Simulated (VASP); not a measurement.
# LiSi2C3 (P-3m1) in VASP: a series of runs, part 2 of 2

VASP 6.6.1.

## (5) Relaxation of cell and atoms, PBE

This run uses another cell than the first one, of 9.53 Å³/atom, 0.996 times its volume.

INCAR reads:

```
PREC = Accurate ; ENCUT = 600
EDIFF = 1E-6 ; ISMEAR = 0
SIGMA = 0.1 ; LREAL = F
LASPH = T ; NELM = 80
ALGO = Normal ; ISIF = 3
LWAVE = F ; LCHARG = F
GGA = PE ; IBRION = 2
NSW = 90 ; EDIFFG = -0.04
```

KPOINTS reads:

```
Automatic mesh
0
Gamma
  6 6 4
```

POSCAR reads:

```
LiSi2C3
1.0
    3.0081409273      0.0000000000      0.0000000000
   -1.5040704636      2.6051264612      0.0000000000
    0.0000000000      0.0000000000      7.2982059502
Li Si C
1 2 3
Direct
    0.0000000000      0.0000000000      0.0000000000
    0.6666666667      0.3333333333      0.6918692152
    0.3333333333      0.6666666667      0.3081307848
    0.3333333333      0.6666666667      0.7913306347
    0.6666666667      0.3333333333      0.2086693653
    0.0000000000      0.0000000000      0.5000000000
```

Potentials or basis: VASP PAW PBE potentials, release 64 (Li_sv, Si, C).

Started as:

```sh
$ cat potpaw_PBE.64/Li_sv/POTCAR potpaw_PBE.64/Si/POTCAR potpaw_PBE.64/C/POTCAR > POTCAR
$ mpirun -np 1 vasp_std > vasp.out
```

OUTCAR:

```text
PREC = Accurate
   ENCUT = 600
   EDIFF = 1E-6
   ISMEAR = 0
   LREAL = F
   LASPH = T
   NELM = 80
   ISIF = 3
   GGA = PE
   IBRION = 2
   NSW = 90
   EDIFFG = -0.04

 ion  position               nearest neighbor table
   1  0.000  0.000  0.000-   4 2.31   5 2.31   4 2.31   5 2.31   5 2.31   4 2.31   2 2.84   3 2.84
                             3 2.84   2 2.84   3 2.84   2 2.84
   2  0.667  0.333  0.692-   4 1.88   4 1.88   4 1.88   6 2.23   6 2.23   6 2.23   1 2.84   1 2.84
                             1 2.84
   3  0.333  0.667  0.308-   5 1.88   5 1.88   5 1.88   6 2.23   6 2.23   6 2.23   1 2.84   1 2.84
                             1 2.84
   4  0.333  0.667  0.791-   2 1.88   2 1.88   2 1.88   1 2.31   1 2.31   1 2.31
   5  0.667  0.333  0.209-   3 1.88   3 1.88   3 1.88   1 2.31   1 2.31   1 2.31
   6  0.000  0.000  0.500-   2 2.23   3 2.23   3 2.23   2 2.23   2 2.23   3 2.23

  LATTYP: Found a hexagonal cell.
 ALAT       =     3.0081409273
 C/A-ratio  =     2.4261516088

  Lattice vectors:

[... 207 lines left out ...]
     12       7.8490      0.00000
     13       8.9492      0.00000
     14      13.4159      0.00000
[... 401 lines left out ...]
      2      -3.1802      2.00000
      3      -3.1802      2.00000
      4      -3.1251      2.00000
      5      -0.5284      2.00000
      6      -0.5284      2.00000
      7       0.6985      2.00000
      8       3.2484      2.00000
      9       3.4053      2.00000
     10       3.4053      2.00000
     11       6.1510      2.00000
     12       6.1510      2.00000
     13       6.9430      1.99769
     14      12.9720      0.00000
     15      12.9720      0.00000

------------------------ aborting loop because EDIFF is reached ----------------------------------------

  FORCE on cell =-STRESS in cart. coord.  units (eV):
  Direction    XX          YY          ZZ          XY          YZ          ZX
  --------------------------------------------------------------------------------------
  -------------------------------------------------------------------------------------
  Total       -0.2054663     -0.2054663      0.1172054     -0.0000000     -0.0000000      0.0000000
  in kB       -5.7558329     -5.7558329      3.2833347     -0.0000000     -0.0000000      0.0000000
  external PRESSURE =      -2.7427771 kB  Pullay stress =       0.0000000 kB

 VOLUME and BASIS-vectors are now :
 -----------------------------------------------------------------------------
  energy-cutoff  :      600.00
  volume of cell :       57.19
      direct lattice vectors                 reciprocal lattice vectors
     3.008140927  0.000000000  0.000000000     0.332431234  0.191929262  0.000000000
    -1.504070464  2.605126461  0.000000000     0.000000000  0.383858525  0.000000000
     0.000000000  0.000000000  7.298205950     0.000000000  0.000000000  0.137019975

 POSITION                                       TOTAL-FORCE (eV/Angst)
 -----------------------------------------------------------------------------------
      0.00000      0.00000      0.00000         0.000000      0.000000      0.000000
      1.50407      0.86838      5.04940        -0.000000      0.000000      0.005062
     -0.00000      1.73675      2.24880         0.000000      0.000000     -0.005062
     -0.00000      1.73675      5.77529        -0.000000     -0.000000      0.027997
      1.50407      0.86838      1.52291         0.000000      0.000000     -0.027997
      0.00000      0.00000      3.64910         0.000000      0.000000      0.000000
 -----------------------------------------------------------------------------------
    total drift:                               -0.000000     -0.000000     -0.000000

  FREE ENERGIE OF THE ION-ELECTRON SYSTEM (eV)
  ---------------------------------------------------
  free  energy   TOTEN  =       -35.9052543136 eV

  energy  without entropy=      -35.9002414153  energy(sigma->0) =      -35.90274786

 reached required accuracy - stopping structural energy minimisation
```

OSZICAR:

```text
N       E                     dE             d eps       ncg     rms          rms(c)
DAV:   1     0.740645134353E+02    0.74065E+02   -0.10971E+04   720   0.155E+03
DAV:   2    -0.343101473979E+02   -0.10837E+03   -0.10669E+03   995   0.248E+02
DAV:   3    -0.393701843575E+02   -0.50600E+01   -0.50244E+01  1076   0.526E+01
DAV:   4    -0.395340105746E+02   -0.16383E+00   -0.16234E+00  1148   0.879E+00
DAV:   5    -0.395370275654E+02   -0.30170E-02   -0.30169E-02  1088   0.110E+00    0.124E+01
DAV:   6    -0.370616196795E+02    0.24754E+01   -0.38975E+01   941   0.317E+01    0.812E+00
DAV:   7    -0.358807260004E+02    0.11809E+01   -0.78796E+00   904   0.180E+01    0.382E+00
DAV:   8    -0.359183185319E+02   -0.37593E-01   -0.11490E+00   860   0.686E+00    0.172E+00
DAV:   9    -0.359057883171E+02    0.12530E-01   -0.14277E-01  1028   0.229E+00    0.700E-01
DAV:  10    -0.359053330137E+02    0.45530E-03   -0.18582E-02   965   0.953E-01    0.231E-01
DAV:  11    -0.359052327775E+02    0.10024E-03   -0.29820E-03   951   0.356E-01    0.862E-02
DAV:  12    -0.359052791320E+02   -0.46355E-04   -0.35482E-04  1014   0.131E-01    0.370E-02
DAV:  13    -0.359052540669E+02    0.25065E-04   -0.18449E-04   916   0.747E-02    0.107E-02
DAV:  14    -0.359052543136E+02   -0.24678E-06   -0.78921E-06   994   0.209E-02
   1 F= -.35905254E+02 E0= -.35902748E+02  d E =-.359053E+02
```

Wall time 18 s (1 thread of Intel Xeon 6975P-C (Granite Rapids), shared host); peak memory 0.18 GiB.

Results:

```
Free energy                  : -35.9053 eV
Pressure after relaxing      : -0.3 GPa
Largest force after relaxing : 0.028 eV/Å
Band gap on the k mesh       : none (metal or under the smearing width)
```

Forces in eV/Å, atoms in the order of the input:
```
Li   0.000  0.000  0.000
Si   0.000  0.000  0.005
Si   0.000  0.000 -0.005
C    0.000  0.000  0.028
C    0.000  0.000 -0.028
C    0.000  0.000  0.000
```

Final structure:
```xyz
6
Lattice="3.0081 0.0000 0.0000 -1.5041 2.6051 0.0000 0.0000 0.0000 7.2982" Properties=species:S:1:pos:R:3 pbc="T T T"
Li    0.0000    0.0000    0.0000
Si    1.5041    0.8684    5.0494
Si    0.0000    1.7368    2.2488
C     0.0000    1.7368    5.7753
C     1.5041    0.8684    1.5229
C     0.0000    0.0000    3.6491
```

Caveat: the k mesh is coarse (spacing up to 0.40 Å⁻¹), so the values aren't converged; the cutoff is under 1.25 times the usual one of these potentials, so pressure, stress and relaxed cells hold a basis-set (Pulay) error; the relaxation stopped at its first step, so nothing moved.

## (6) Single point, PBE

This run uses another cell than the first one, of 9.53 Å³/atom, 0.996 times its volume.

INCAR reads:

```
SYSTEM = LiSi2C3
  ALGO = Fast
  EDIFF = 1E-6
  ENCUT = 520
  GGA = PE
  ISIF = 2
  ISMEAR = 0
  LASPH = .True.
  LCHARG = .False.
  LREAL = .False.
  LWAVE = .False.
  NBANDS = 20
  NELM = 80
  PREC = Accurate
  SIGMA = 0.1
```

KPOINTS reads:

```
k-points
0
Gamma
  6 6 2
  0 0 0
```

POSCAR is that of step 5.

Potentials or basis: VASP PAW PBE potentials, release 64 (Li_sv, Si, C).

Started as:

```sh
$ cat potpaw_PBE.64/Li_sv/POTCAR potpaw_PBE.64/Si/POTCAR potpaw_PBE.64/C/POTCAR > POTCAR
$ mpirun -np 1 vasp_std > vasp.out
```

OUTCAR:

```text
SYSTEM = LiSi2C3
   EDIFF = 1E-6
   ENCUT = 520
   GGA = PE
   ISIF = 2
   ISMEAR = 0
   LASPH = .True.
   LREAL = .False.
   NELM = 80
   PREC = Accurate

 ion  position               nearest neighbor table
   1  0.000  0.000  0.000-   4 2.31   5 2.31   4 2.31   5 2.31   5 2.31   4 2.31   2 2.84   3 2.84
                             3 2.84   2 2.84   3 2.84   2 2.84
   2  0.667  0.333  0.692-   4 1.88   4 1.88   4 1.88   6 2.23   6 2.23   6 2.23   1 2.84   1 2.84
                             1 2.84
   3  0.333  0.667  0.308-   5 1.88   5 1.88   5 1.88   6 2.23   6 2.23   6 2.23   1 2.84   1 2.84
                             1 2.84
   4  0.333  0.667  0.791-   2 1.88   2 1.88   2 1.88   1 2.31   1 2.31   1 2.31
[... 522 lines left out ...]
  Total       -0.0607581     -0.0607581     -0.0749052     -0.0000000      0.0000000      0.0000000
  in kB       -1.7020488     -1.7020488     -2.0983576     -0.0000000      0.0000000      0.0000000
  external PRESSURE =      -1.8341517 kB  Pullay stress =       0.0000000 kB

 VOLUME and BASIS-vectors are now :
 -----------------------------------------------------------------------------
  energy-cutoff  :      520.00
  volume of cell :       57.19
      direct lattice vectors                 reciprocal lattice vectors
     3.008140927  0.000000000  0.000000000     0.332431234  0.191929262  0.000000000
    -1.504070464  2.605126461  0.000000000     0.000000000  0.383858525  0.000000000
     0.000000000  0.000000000  7.298205950     0.000000000  0.000000000  0.137019975

 POSITION                                       TOTAL-FORCE (eV/Angst)
 -----------------------------------------------------------------------------------
      0.00000      0.00000      0.00000         0.000000      0.000000      0.000000
      1.50407      0.86838      5.04940         0.000000      0.000000      0.012334
     -0.00000      1.73675      2.24880         0.000000     -0.000000     -0.012334
     -0.00000      1.73675      5.77529        -0.000000     -0.000000     -0.004729
      1.50407      0.86838      1.52291         0.000000      0.000000      0.004729
      0.00000      0.00000      3.64910         0.000000      0.000000      0.000000
 -----------------------------------------------------------------------------------
    total drift:                               -0.000000     -0.000000     -0.000000

  FREE ENERGIE OF THE ION-ELECTRON SYSTEM (eV)
  ---------------------------------------------------
  free  energy   TOTEN  =       -35.9115179118 eV

  energy  without entropy=      -35.9067238242  energy(sigma->0) =      -35.90912087
```

OSZICAR:

```text
N       E                     dE             d eps       ncg     rms          rms(c)
DAV:   1     0.540459062458E+02    0.54046E+02   -0.97426E+03   560   0.104E+03
DAV:   2    -0.346045266779E+02   -0.88650E+02   -0.85969E+02   740   0.190E+02
DAV:   3    -0.393502748970E+02   -0.47457E+01   -0.46990E+01   832   0.390E+01
[... 13 lines left out ...]
RMM:  17    -0.359115084129E+02   -0.89737E-05   -0.81575E-05   851   0.388E-02    0.187E-02
RMM:  18    -0.359115138427E+02   -0.54298E-05   -0.39477E-05   874   0.343E-02    0.599E-03
RMM:  19    -0.359115167791E+02   -0.29364E-05   -0.19073E-05   864   0.232E-02    0.113E-02
RMM:  20    -0.359115178007E+02   -0.10216E-05   -0.86404E-06   659   0.159E-02    0.102E-02
RMM:  21    -0.359115179118E+02   -0.11113E-06   -0.48061E-06   672   0.130E-02
   1 F= -.35911518E+02 E0= -.35909121E+02  d E =-.479409E-02
```

stdout:

```text
POSCAR found type information on POSCAR LiSiC
 POSCAR found :  3 types and       6 ions
 scaLAPACK will be used
 LDA part: xc-table for (Slater+PW92), standard interpolation
 POSCAR, INCAR and KPOINTS ok, starting setup
 FFT: planning ... GRIDC
 FFT: planning ... GRID_SOFT
 FFT: planning ... GRID
 WAVECAR not read
 entering main loop
```

Run time: 20 s. Hardware: 1 thread of Intel Xeon 6975P-C (Granite Rapids), shared host; peak memory 0.16 GiB.

What came out:

* Free energy: -35.9115 eV
* Largest force: 0.012 eV/Å
* Band gap on the k mesh: none (metal or under the smearing width)

Forces on the atoms (eV/Å):
```
Li   0.000  0.000  0.000
Si   0.000  0.000  0.012
Si   0.000  0.000 -0.012
C    0.000  0.000 -0.005
C    0.000  0.000  0.005
C    0.000  0.000  0.000
```

Levels at points of the mesh, in eV from the Fermi level:
```
           k point  band 7  band 8  band 9  band 10  band 11  band 12  band 13  band 14  band 15  band 16
(0.00, 0.00, 0.00)   -0.40   -0.40   -0.37    -0.37     0.57     0.57     1.68     6.15     7.07     7.07
(0.50, 0.00, 0.00)   -6.00   -3.15   -2.06    -1.73    -0.94    -0.42     0.19     1.59     5.28     5.41
(0.00, 0.00, 0.50)   -0.45   -0.45   -0.31    -0.31     0.38     0.55     0.55     6.48     6.89     6.89
(0.50, 0.00, 0.50)   -5.50   -3.06   -2.42    -2.24    -2.09     0.35     0.87     1.66     5.73     6.07
```

Caveat: the k mesh is coarse (spacing up to 0.43 Å⁻¹), so the values aren't converged; the cutoff is under 1.25 times the usual one of these potentials, so pressure, stress and relaxed cells hold a basis-set (Pulay) error.

## (7) The runs side by side

```tsv
task	cell	k mesh	cutoff (eV)	mesh quality	gap on the mesh (eV)	pressure (GPa)	largest force (eV/Å)
single point	P-3m1, 9.57 Å³/atom	15 × 15 × 6	520	not flagged	none	-	0.01
relaxation of cell and atoms	relaxed	15 × 15 × 6	600	not flagged	none	0.0	0.01
single point	P-3m1, 9.53 Å³/atom	6 × 6 × 4	520	coarse	none	-	0.01
relaxation of cell and atoms	relaxed	6 × 6 × 4	600	coarse	none	-0.3	0.03
single point	P-3m1, 9.53 Å³/atom	6 × 6 × 2	520	coarse	none	-	0.01
```

Alike in all rows: level PBE; potentials or basis VASP PAW PBE potentials, release 64 (Li_sv, Si, C); no spin polarisation; smearing gaussian 0.1 eV.

Caveats: some runs use coarse meshes; the cutoff is under 1.25 times the usual one of these potentials, so pressure, stress and relaxed cells hold a basis-set (Pulay) error; the relaxation stopped at its first step, so nothing moved (some runs).

Absolute energies hang on the potentials; compare differences alone.
